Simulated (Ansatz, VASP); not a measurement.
## One calculation of ZnSb2S6, two programs

```xyz
9
Lattice="0.0000 4.4391 4.4391 4.4391 0.0000 4.4391 4.4391 4.4391 0.0000" Properties=species:S:1:pos:R:3 pbc="T T T"
Zn    0.0000    0.0000    0.0000
Sb    2.2196    2.2196    2.2196
Sb    6.6587    6.6587    6.6587
S     4.4391    4.4391    6.5427
S     4.4391    6.5427    4.4391
S     4.4391    2.3356    4.4391
S     4.4391    4.4391    2.3356
S     6.5427    4.4391    4.4391
S     2.3356    4.4391    4.4391
```

Change from the starting cell: species swapped into the K2MnF6 type (Fm-3m, No. 225).

Alike in both runs: functional PBE; k mesh 4 × 4 × 4; occupations gaussian, width 0.1 eV; no spin polarisation.

Ansatz relaxed the structure, and its values are those at the end. VASP's run is a single point on that final structure, the one shown.

|  | VASP | Ansatz |
| --- | --- | --- |
| version | VASP 6.6.1 | Ansatz 0.2.0 |
| potentials or method | VASP PAW PBE potentials, release 64 (Zn, Sb, S) | scalar-relativistic, plane waves, PAW |
| plane-wave cutoff (eV) | 520 | 420 |
| valence electrons in the cell | 58 | 78 |

Ansatz gave:

| Item | Value |
| --- | --- |
| gap on the k mesh at the Fermi level (eV) | none |
| pressure (GPa) | -0.2 |
| rms of the force components (eV/Å) | 0.017 |

Which values does VASP return?

gap on the k mesh at the Fermi level (eV): none; pressure (GPa): -0.3; rms of the force components (eV/Å): 0.031.

A gap of «none» marks a metal or a gap that the smearing closes. The two sets of potentials don't hold the same shells in valence.

Spin-orbit coupling is left out, which matters for the levels of Sb.
